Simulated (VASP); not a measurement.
```xyz
3
Lattice="0.0000 2.7435 2.7435 2.7435 0.0000 2.7435 2.7435 2.7435 0.0000" Properties=species:S:1:pos:R:3 pbc="T T T"
Ca     0.0000     0.0000     0.0000
F      1.3717     1.3717     1.3717
F      4.1152     4.1152     4.1152
```

The numbers are results of PBE GGA with D3 dispersion (zero damping), VASP's PBE PAW potentials (set 64) (plane waves; VASP), not measurements. Numerical set-up: 520 eV cut-off, 8×8×8 Γ-centred mesh, tetrahedra with Blöchl corrections, potentials Ca_sv F.

Task: Predict the energy per atom (σ→0), band gap (on the k-mesh) with the smallest direct gap where there is one.

Result: 
```json
{
 "band gap (on the k-mesh)": "7.20 eV",
 "smallest direct gap (on the k-mesh)": "7.45 eV",
 "energy per atom (σ→0)": "-5.887 eV/atom"
}
```

Only differences to runs with the same potentials and settings are physical.

The compound is CaF2 in the fluorite structure. It was relaxed first.
